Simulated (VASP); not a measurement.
```
AuZr2
1.0
   -1.65018     1.65018     5.82547
    1.65018    -1.65018     5.82547
    1.65018     1.65018    -5.82547
Zr Au
2 1
Direct
  0.65970   0.65970   0.00000
  0.34030   0.34030   0.00000
  0.00000   0.00000   0.00000
```

The numbers are results of PBEsol GGA, VASP's PBE PAW potentials (set 64) (plane waves; VASP 6.6.1), not measurements. Settings: 300 eV cut-off, 10×10×10 Γ-centred mesh, Fermi-Dirac smearing of 0.050 eV, potentials Zr_sv Au.

Give the energies of bands 9 to 20 at the high-symmetry points, in eV from the Fermi level.

| band | Γ | X | P | N | M | S | R |
|---|---|---|---|---|---|---|---|
| 9 | -7.66 | -5.96 | -5.94 | -6.16 | -7.07 | -6.18 | -5.93 |
| 10 | -5.89 | -5.47 | -5.45 | -5.64 | -5.94 | -5.67 | -5.45 |
| 11 | -5.54 | -5.42 | -5.45 | -4.92 | -5.53 | -4.91 | -5.42 |
| 12 | -4.61 | -5.21 | -5.25 | -4.71 | -4.65 | -4.74 | -5.19 |
| 13 | -4.61 | -3.47 | -3.47 | -4.68 | -4.61 | -4.69 | -3.58 |
| 14 | -4.23 | -2.49 | -2.46 | -3.21 | -4.61 | -3.46 | -2.45 |
| 15 | -3.20 | -2.19 | -2.15 | -2.71 | -4.23 | -2.18 | -2.27 |
| 16 | -1.89 | -2.14 | -1.86 | -1.20 | -1.42 | -1.49 | -2.10 |
| 17 | -0.68 | -1.09 | -1.86 | -0.90 | -0.66 | -0.65 | -1.19 |
| 18 | 0.57 | -0.75 | 0.38 | 0.35 | 0.01 | -0.12 | -0.79 |
| 19 | 1.63 | 1.29 | 0.38 | 0.40 | 0.83 | 0.41 | 1.24 |
| 20 | 1.63 | 1.79 | 2.27 | 0.74 | 0.83 | 0.88 | 1.93 |

It has no gap at this level: it comes out as a metal or semimetal.

The structure comes from a computed database's Zr2Au entry (I4/mmm); how it stands against other phases isn't given here. The cell was not relaxed at this level. The electron count is odd and the run is not spin-polarised, which forces a metal.
